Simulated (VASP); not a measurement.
Set up this calculation in VASP 6.6.1, as the native input.

```yaml
Task: single point
Functional: PBE
Potentials_or_basis: VASP PAW PBE potentials, release 64 (Re, C)
Cutoff: 520 eV
k_mesh: 10 × 10 × 10
Occupations: gaussian, width 0.1 eV
Spin: no spin polarisation
Dipole_correction: no
Further_INCAR_settings: ALGO = Fast; EDIFF = 1e-06; NBANDS = 24
```

The structure of ReC6 lies in POSCAR:

```
ReC6
1.0
    0.0000000000      3.0657012951      3.0657012951
    3.0657012951      0.0000000000      3.0657012951
    3.0657012951      3.0657012951      0.0000000000
Re C
1 6
Direct
    0.0000000000      0.0000000000      0.0000000000
    0.5000000000      0.5000000000      0.0000000000
    0.5000000000      0.0000000000      0.5000000000
    0.0000000000      0.0000000000      0.5000000000
    0.0000000000      0.5000000000      0.0000000000
    0.0000000000      0.5000000000      0.5000000000
    0.5000000000      0.0000000000      0.0000000000
```

The cell was built by a generator and needn't be a form met in nature.

One way to write it, as run:

INCAR

```
PREC     = Accurate       # precision mode
ENCUT    = 520            # plane-wave cutoff, eV
EDIFF    = 1E-6           # SCF threshold, eV
ISMEAR   = 0              # smearing method
SIGMA    = 0.1            # smearing width, eV
LREAL    = F              # projectors in reciprocal space
LASPH    = T              # aspherical terms in the spheres
NELM     = 100            # most SCF steps
ALGO     = Fast           # electronic algorithm
ISIF     = 2              # what is computed and relaxed
LWAVE    = F              # write WAVECAR
LCHARG   = F              # write CHGCAR
GGA      = PE             # functional
NBANDS   = 24             # bands
```

KPOINTS

```
Automatic mesh
0
Gamma
  10 10 10
```

Potentials or basis: VASP PAW PBE potentials, release 64 (Re, C).

The run is started by

```console
$ cat potpaw_PBE.64/Re/POTCAR potpaw_PBE.64/C/POTCAR > POTCAR
$ mpirun -np 1 vasp_std > vasp.out
```

Results of the run:

* Pressure: 2.7 GPa
* Band gap on the k mesh: none (metal or under the smearing width)

It took 65 s on 1 thread of Intel(R) Xeon(R) 6975P-C (Granite Rapids), on a shared host, peak memory 0.21 GiB.
